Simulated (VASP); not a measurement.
OSZICAR of a VASP run on NiO (rock salt, AFM-II order):

File OSZICAR:
```
       N       E                     dE             d eps       ncg     rms          rms(c)
DAV:   1     0.254471683396E+03    0.25447E+03   -0.16002E+04  2648   0.211E+03
DAV:   2     0.263797686948E+01   -0.25183E+03   -0.23625E+03  2648   0.405E+02
DAV:   3    -0.267093124610E+02   -0.29347E+02   -0.27829E+02  2904   0.156E+02
DAV:   4    -0.276479864885E+02   -0.93867E+00   -0.93386E+00  2888   0.300E+01
DAV:   5    -0.276754453563E+02   -0.27459E-01   -0.27446E-01  3036   0.475E+00    0.203E+01
DAV:   6    -0.249864745052E+02    0.26890E+01   -0.45817E+01  3852   0.111E+02    0.220E+01
DAV:   7    -0.233370760910E+02    0.16494E+01   -0.74915E+00  3256   0.842E+01    0.930E+00
DAV:   8    -0.235532144890E+02   -0.21614E+00   -0.22732E+00  2896   0.132E+01    0.612E+00
DAV:   9    -0.234682811277E+02    0.84933E-01   -0.21427E-01  4216   0.126E+01    0.176E+00
DAV:  10    -0.234880313000E+02   -0.19750E-01   -0.78233E-02  3632   0.439E+00    0.867E-01
DAV:  11    -0.234874781001E+02    0.55320E-03   -0.17561E-02  4124   0.358E+00    0.157E-01
DAV:  12    -0.234879028010E+02   -0.42470E-03   -0.39724E-03  2920   0.590E-01    0.110E-01
DAV:  13    -0.234878285625E+02    0.74239E-04   -0.30382E-04  3868   0.189E-01    0.482E-02
DAV:  14    -0.234878391059E+02   -0.10543E-04   -0.13549E-04  3620   0.192E-01    0.347E-02
DAV:  15    -0.234878361254E+02    0.29805E-05   -0.25370E-05  3736   0.791E-02    0.102E-02
DAV:  16    -0.234878364047E+02   -0.27938E-06   -0.32573E-06  2280   0.289E-02
   1 F= -.23487836E+02 E0= -.23487836E+02  d E =-.858342E-18  mag=    -0.0000
```

Which electronic solver shows in the log?

It is blocked Davidson (ALGO = Normal, or the opening steps of other solvers). The INCAR had ALGO = Normal.

How was spin treated?

Collinear spin (ISPIN = 2): the summary line carries one mag value, 0.00 μB in the cell.

Can the final energy be trusted as converged?

Self-consistency was reached. It stopped with EDIFF = 1E-6, NELM = 100 (PBE GGA, plane waves, VASP's PBE PAW potentials (set 64)).

The compound is NiO in the rock salt, AFM-II order structure. It was relaxed first.
